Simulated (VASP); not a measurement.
Here is the system:

```
CELL_PARAMETERS angstrom
      2.37017    -4.10526     0.00000
      2.37017     4.10526     0.00000
      0.00000     0.00000     5.94691
ATOMIC_POSITIONS crystal
  Te 0.00000 0.25321 0.66667
  Te 0.74679 0.74679 0.00000
  Te 0.25321 0.00000 0.33333
```

Computed with vdW-DF2, VASP's PBE PAW potentials (set 64) (plane waves; VASP). Numerical set-up: 520 eV cut-off, 5×5×4 Γ-centred mesh, Gaussian smearing of 0.050 eV, potentials Te.

### Question
The ions and cell shape at fixed volume are relaxed. Predict the relaxed structure.

### Answer

```
CELL_PARAMETERS angstrom
      2.34454    -4.06087     0.00000
      2.34454     4.06087     0.00000
      0.00000     0.00000     6.07764
ATOMIC_POSITIONS crystal
  Te 0.00000 0.26294 0.66667
  Te 0.73706 0.73706 0.00000
  Te 0.26294 0.00000 0.33333
```
Space group P3_121 (152), at a tolerance of 0.03 Å.

### Question
How much energy does the relaxation gain?

### Answer
The energy (σ→0) changes by -9.2 meV/atom, in 4 ionic steps.

The compound is Te in the trig structure. This cell is one point of a volume scan, at 0.94 of the reference volume. Symmetry was kept, so distortions that lower it aren't found.
